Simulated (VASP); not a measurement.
# Na2ZrS2 (I4/mmm) in VASP: single point with PBE

Aim: the single point of Na2ZrS2 with PBE.

Program: VASP 6.6.1. These are calculated values, not measurements. Logs are shortened: lines on timing, memory, paths and dates and some standing lists are left out, and cuts for length are marked.

### Step 1. The cell of the first run

The structure is tetragonal, space group I4/mmm (No. 139). The conventional cell has a = 4.295 Å, b = 4.295 Å, c = 12.341 Å, α = 90.00°, β = 90.00°, γ = 90.00°. Na (site symmetry 4mm) has 4 S at 2.31 Å as nearest neighbours. Around Zr (site symmetry 4/mmm) lie 8 S at 3.76 Å and 10 Na at 3.77 to 3.94 Å and 4 Zr at 4.29 Å. S (site symmetry -4m2) has 4 Na at 2.31 Å as nearest neighbours.

The cell was built by a generator and needn't be a form met in nature.

### Step 2. Single point, PBE (species swapped into the BaB2Rh2 type (I4/mmm, No. 139))

The input, INCAR:

```
  ALGO = Normal
  EDIFF = 1E-6
  ENCUT = 520
  GGA = PE
  ISIF = 2
  ISMEAR = 0
  LASPH = T
  LCHARG = F
  LREAL = F
  LWAVE = F
  NBANDS = 27
  NELM = 100
  PREC = Accurate
  SIGMA = 0.1
```

The input, KPOINTS:

```
k-points
0
Gamma
  6 6 6
```

The input, POSCAR:

```
Na2ZrS2
1.0
   -2.1473034400      2.1473034400      6.1704122400
    2.1473034400     -2.1473034400      6.1704122400
    2.1473034400      2.1473034400     -6.1704122400
Na Zr S
2 1 2
Direct
    0.3190000100      0.3190000100      0.0000000000
    0.6809999900      0.6809999900      0.0000000000
    0.0000000000      0.0000000000      0.0000000000
    0.7500000000      0.2500000000      0.5000000000
    0.2500000000      0.7500000000      0.5000000000
```

Potentials or basis: VASP PAW PBE potentials, release 64 (Na_pv, Zr_sv, S).

Started as:

```console
cat potpaw_PBE.64/Na_pv/POTCAR potpaw_PBE.64/Zr_sv/POTCAR potpaw_PBE.64/S/POTCAR > POTCAR
mpirun -np 1 vasp_std > vasp.out
```

OUTCAR:

```text
EDIFF = 1E-6
   ENCUT = 520
   GGA = PE
   ISIF = 2
   ISMEAR = 0
   LASPH = T
   LREAL = F
   NELM = 100
   PREC = Accurate

 ion  position               nearest neighbor table
   1  0.319  0.319  0.000-   4 2.31   5 2.31   5 2.31   4 2.31
   2  0.681  0.681  0.000-   5 2.31   4 2.31   4 2.31   5 2.31
   3  0.000  0.000  0.000-
   4  0.750  0.250  0.500-   1 2.31   2 2.31   1 2.31   2 2.31
   5  0.250  0.750  0.500-   1 2.31   2 2.31   1 2.31   2 2.31

  LATTYP: Found a body centered tetragonal cell.
 ALAT       =     4.2946068800
 C/A-ratio  =     2.8735632445

  Lattice vectors:

 A1 = (  -2.1473034400,   2.1473034400,   6.1704122400)
 A2 = (   2.1473034400,  -2.1473034400,   6.1704122400)
 A3 = (   2.1473034400,   2.1473034400,  -6.1704122400)

Analysis of symmetry for initial positions (statically):
=====================================================================
 Subroutine PRICEL returns:
 Original cell was already a primitive cell.

 Routine SETGRP: Setting up the symmetry group for a
 body centered tetragonal supercell.

 Subroutine GETGRP returns: Found 16 space group operations
 (whereof 16 operations were pure point group operations)
 out of a pool of 16 trial point group operations.

The static configuration has the point symmetry D_4h.

Analysis of symmetry for dynamics (positions and initial velocities):
=====================================================================
 Subroutine PRICEL returns:
 Original cell was already a primitive cell.

 Routine SETGRP: Setting up the symmetry group for a
 body centered tetragonal supercell.

 Subroutine GETGRP returns: Found 16 space group operations
 (whereof 16 operations were pure point group operations)
 out of a pool of 16 trial point group operations.

The dynamic configuration has the point symmetry D_4h.

 Subroutine INISYM returns: Found 16 space group operations
 (whereof 16 operations are pure point group operations),
 and found     1 'primitive' translations

----------------------------------------------------------------------------------------

                                     Primitive cell

  volume of cell :     113.8049

  direct lattice vectors                    reciprocal lattice vectors
    -2.147303440  2.147303440  6.170412240     0.000000000  0.232850183  0.081031863
     2.147303440 -2.147303440  6.170412240     0.232850183  0.000000000  0.081031863
     2.147303440  2.147303440 -6.170412240     0.232850183  0.232850183  0.000000000

  length of vectors
     6.877195020  6.877195020  6.877195020     0.246546894  0.246546894  0.329299887

  position of ions in fractional coordinates (direct lattice)
     0.319000010  0.319000010  0.000000000
     0.680999990  0.680999990  0.000000000
     0.000000000  0.000000000  0.000000000
     0.750000000  0.250000000  0.500000000
     0.250000000  0.750000000  0.500000000

  ion indices of the primitive-cell ions
   primitive index   ion index
                 1           1
                 2           2
                 3           3
                 4           4
                 5           5

----------------------------------------------------------------------------------------

 KPOINTS: k-points

Automatic generation of k-mesh.
 Grid dimensions read from file:
 generate k-points for:    6    6    6

 Generating k-lattice:

  Cartesian coordinates                     Fractional coordinates (reciprocal lattice)
     0.000000000  0.038808364  0.013505311     0.166666667 -0.000000000  0.000000000
     0.038808364  0.000000000  0.013505311    -0.000000000  0.166666667  0.000000000
     0.038808364  0.038808364  0.000000000     0.000000000  0.000000000  0.166666667

  Length of vectors
     0.041091149  0.041091149  0.054883315

  Shift w.r.t. Gamma in fractional coordinates (k-lattice)
     0.000000000  0.000000000  0.000000000

 Subroutine IBZKPT returns following result:
 ===========================================

 Found     30 irreducible k-points:

 Following reciprocal coordinates:
            Coordinates               Weight
  0.000000  0.000000  0.000000      1.000000
  0.166667 -0.000000  0.000000      8.000000
  0.333333 -0.000000  0.000000      8.000000
  0.500000 -0.000000  0.000000      4.000000
  0.166667  0.166667  0.000000      8.000000
  0.333333  0.166667  0.000000     16.000000
[... 16 lines left out ...]
 -0.333333 -0.333333  0.166667      8.000000
 -0.166667 -0.333333  0.166667      8.000000
 [... further k-points ...]
   k-points           NKPTS =     30   k-points in BZ     NKDIM =     30   number of bands    NBANDS=     27
   number of dos      NEDOS =    301   number of ions     NIONS =      5
   total plane-waves  NPLWV = 157464
   dimension x,y,z NGX =    54 NGY =   54 NGZ =   54
   dimension x,y,z NGXF=   108 NGYF=  108 NGZF=  108
   ions per type =               2   1   2
   NGX,Y,Z   is equivalent  to a cutoff of  13.05, 13.05, 13.05 a.u.
   NGXF,Y,Z  is equivalent  to a cutoff of  26.11, 26.11, 26.11 a.u.
 SYSTEM =  unknown system
   PREC   = accura    normal or accurate (medium, high low for compatibility)
   ISTART =      0    job   : 0-new  1-cont  2-samecut
   ICHARG =      2    charge: 1-file 2-atom 10-const
   ISPIN  =      1    spin polarized calculation?
   LNONCOLLINEAR =      F non collinear calculations
   LSORBIT =      F    spin-orbit coupling
   LASPH  =      T    aspherical Exc in radial PAW
   ENCUT  =  520.0 eV  38.22 Ry    6.18 a.u.  12.79 12.79 12.79*2*pi/ulx,y,z
   NELM   =    100;   NELMIN=  2; NELMDL= -5     # of ELM steps
   EDIFF  = 0.1E-05   stopping-criterion for ELM
[... 8 lines left out ...]
   TEBEG  =    0.0;   TEEND  =   0.0 temperature during run
   PSTRESS=    0.0 pullay stress
   NELECT =      38.0000    total number of electrons
   NUPDOWN=      -1.0000    fix difference up-down
   EMIN   =  10.00;   EMAX   =-10.00  energy-range for DOS
   EFERMI =   0.00;   METHOD = LEGACY
   ISMEAR =     0;   SIGMA  =   0.10  broadening in eV -4-tet -1-fermi 0-gaus
   EFERMI_NEDOS =   21; number of points for ismear=-14 and -15
   IALGO  =     38    algorithm
   IMIX   =      4    mixing-type and parameters
     AMIX     =   0.40;   BMIX     =  1.00
     AMIX_MAG =   1.60;   BMIX_MAG =  1.00
  volume/ion in A,a.u.               =      22.76       153.60
  Fermi-wavevector in a.u.,A,eV,Ry     =   1.135749  2.146254 17.550506  1.289926
  Thomas-Fermi vector in A             =   2.272454
   LORBIT       =      0    0 simple, 1 ext, 2 COOP (PROOUT), +10 PAW based schemes
   GGA     = PE    functional components
   LHFCALC =     F    Hartree Fock is set to
   AEXX    =    0.0000 exact exchange contribution
   IVDW    =     0    specifies the selected vdW correction
   LEPSILON=     F    determine dielectric tensor
   LRPA    =     F    only Hartree local field effects (RPA)
 non-spin polarized calculation
 Gauss-broadening in eV      SIGMA  =   0.10
  energy-cutoff  :      520.00
  volume of cell :      113.80
 maximum number of plane-waves:      3104
 NGX is ok and might be reduce to    54
   NGX = 25   NGY = 25   NGZ = 25

 number of electron      38.0000008 magnetization

 Free energy of the ion-electron system (eV)
  ---------------------------------------------------
  ext. energy  EPLUGINS =         0.00000000
  ---------------------------------------------------
  free energy    TOTEN  =       -14.89768608 eV

  energy without entropy =      -14.86555383  energy(sigma->0) =      -14.88161996

 E-fermi :   4.0418     XC(G=0):  -9.0102

 val. band max:        4.0336064401   @ k =  -0.3333   0.3333   0.3333
 cond. band min:       4.0443519629   @ k =   0.3333   0.1667   0.1667
 fundamental gap:      0.0107455227
 Fermi energy:         4.0418008850

 k-point     1 :       0.0000    0.0000    0.0000
  band No.  band energies     occupation
      1     -46.7965      2.00000
      2     -24.9351      2.00000
      3     -24.6082      2.00000
      4     -24.6082      2.00000
      5     -18.9763      2.00000
      6     -18.9763      2.00000
[... 19 lines left out ...]
     26       8.7552      0.00000
     27       8.8290      0.00000

 k-point     2 :       0.1667   -0.0000    0.0000
  band No.  band energies     occupation
      1     -46.7963      2.00000
      2     -24.9347      2.00000
      3     -24.6129      2.00000
      4     -24.6079      2.00000
      5     -18.9830      2.00000
      6     -18.9723      2.00000
[... 19 lines left out ...]
     26       8.9821      0.00000
     27       9.1817      0.00000

 k-point     3 :       0.3333   -0.0000    0.0000
  band No.  band energies     occupation
      1     -46.7960      2.00000
      2     -24.9340      2.00000
      3     -24.6222      2.00000
      4     -24.6072      2.00000
      5     -18.9952      2.00000
      6     -18.9811      2.00000
[... 19 lines left out ...]
     26       8.8025      0.00000
     27      10.2156      0.00000

 k-point     4 :       0.5000   -0.0000    0.0000
  band No.  band energies     occupation
      1     -46.7958      2.00000
      2     -24.9337      2.00000
      3     -24.6269      2.00000
      4     -24.6068      2.00000
      5     -18.9973      2.00000
      6     -18.9971      2.00000
[... 19 lines left out ...]
     26       8.5570      0.00000
     27      11.0573      0.00000
[... 516 lines left out ...]
      4     -24.6072      2.00000
      5     -18.9954      2.00000
      6     -18.9808      2.00000
[... 19 lines left out ...]
     26       8.1059      0.00000
     27      10.6403      0.00000

 k-point    23 :      -0.3333   -0.3333    0.1667
  band No.  band energies     occupation
      1     -46.7961      2.00000
      2     -24.9344      2.00000
      3     -24.6126      2.00000
      4     -24.6125      2.00000
      5     -18.9921      2.00000
      6     -18.9692      2.00000
[... 19 lines left out ...]
     26       8.5780      0.00000
     27       8.9791      0.00000

 k-point    24 :      -0.1667   -0.3333    0.1667
  band No.  band energies     occupation
      1     -46.7963      2.00000
      2     -24.9348      2.00000
      3     -24.6129      2.00000
      4     -24.6079      2.00000
      5     -18.9831      2.00000
      6     -18.9723      2.00000
[... 19 lines left out ...]
     26       8.2778      0.00000
     27       9.6317      0.00000

 [... further k-points ...]
[... 5 lines left out ...]
  --------------------------------------------------------------------------------------
  -------------------------------------------------------------------------------------
  Total       14.4942045     14.4942045     -4.5297655      0.0000000      0.0000000      0.0000000
  in kB      204.0534561    204.0534561    -63.7713025      0.0000000      0.0000000      0.0000000
  external PRESSURE =     114.7785366 kB  Pullay stress =       0.0000000 kB

 VOLUME and BASIS-vectors are now :
 -----------------------------------------------------------------------------
  energy-cutoff  :      520.00
  volume of cell :      113.80
      direct lattice vectors                 reciprocal lattice vectors
    -2.147303440  2.147303440  6.170412240     0.000000000  0.232850183  0.081031863
     2.147303440 -2.147303440  6.170412240     0.232850183  0.000000000  0.081031863
     2.147303440  2.147303440 -6.170412240     0.232850183  0.232850183  0.000000000

 POSITION                                       TOTAL-FORCE (eV/Angst)
 -----------------------------------------------------------------------------------
      0.00000      0.00000      3.93672         0.000000      0.000000      2.809198
      0.00000      0.00000      8.40410        -0.000000     -0.000000     -2.809198
      0.00000      0.00000      0.00000         0.000000      0.000000     -0.000000
      0.00000      2.14730      3.08521         0.000000      0.000000     -0.000000
      2.14730      0.00000      3.08521         0.000000      0.000000     -0.000000
 -----------------------------------------------------------------------------------
    total drift:                                0.000000      0.000000     -0.000000

  FREE ENERGIE OF THE ION-ELECTRON SYSTEM (eV)
  ---------------------------------------------------
  free  energy   TOTEN  =       -14.8976860850 eV

  energy  without entropy=      -14.8655538256  energy(sigma->0) =      -14.88161996
```

It took 4.8 min on 1 thread of AMD EPYC 7R13 (Zen 3), shared host; peak memory 0.4 GiB.

Results:

```
Free energy            : -14.8977 eV
Pressure               : 11.5 GPa
Largest force          : 2.809 eV/Å
Band gap on the k mesh : none (metal or under the smearing width)
```

Forces on the atoms (eV/Å):
```
Na   0.000  0.000  2.809
Na   0.000  0.000 -2.809
Zr   0.000  0.000  0.000
S    0.000  0.000  0.000
S    0.000  0.000  0.000
```

Stress tensor (GPa, compression positive):
```
20.41  0.00  0.00
 0.00 20.41  0.00
 0.00  0.00 -6.38
```

Caveat: forces of over 1 eV/Å show positions far from the minimum, so gaps and moduli don't describe the material at rest.
